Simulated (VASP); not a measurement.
The system is AlHg.

```
CELL_PARAMETERS angstrom
0.00000 3.06853 3.06853
3.06853 0.00000 3.06853
3.06853 3.06853 0.00000
ATOMIC_POSITIONS crystal
Al 0.00000 0.00000 0.00000
Hg 0.75000 0.75000 0.75000
```

The cell was built by a generator and needn't be a form met in nature.

```yaml
Program: VASP 6.6.1
Task: relaxation of cell and atoms
Functional: RPBE
Potentials_or_basis: VASP PAW PBE potentials, release 64 (Al, Hg)
Cutoff: 600 eV
k_mesh: 8 × 8 × 8
Occupations: fermi-dirac, width 0.05 eV
Spin: no spin polarisation
```

At the start: pressure 1.4 GPa; volume 28.89 Å³/atom.

Q: How do energy, volume and symmetry change on relaxing?

A: Over 5 steps the energy falls by 5.6 meV/atom and the volume is 30.26 Å³/atom (+4.7 %); space group F-43m (No. 216, to 0.05 Å).

The path:
```
step  energy change (eV)  largest force (eV/Å)  pressure (GPa)  volume (Å³)
   1              0.0000                0.0000            1.40        57.79
   2             -0.0108                0.0000            0.18        59.92
   3             -0.0111                0.0000            0.17        60.22
   4             -0.0110                0.0000           -0.17        60.81
   5             -0.0112                0.0000           -0.02        60.51
```

Final structure:
```
Al Hg
1.0
     0.00000    3.11603    3.11603
     3.11603    0.00000    3.11603
     3.11603    3.11603    0.00000
Al Hg
1 1
Direct
  0.00000 0.00000 0.00000
  0.75000 0.75000 0.75000
```

Caveat: the PAW data sets were made with another functional, which shifts forces and pressure a little.
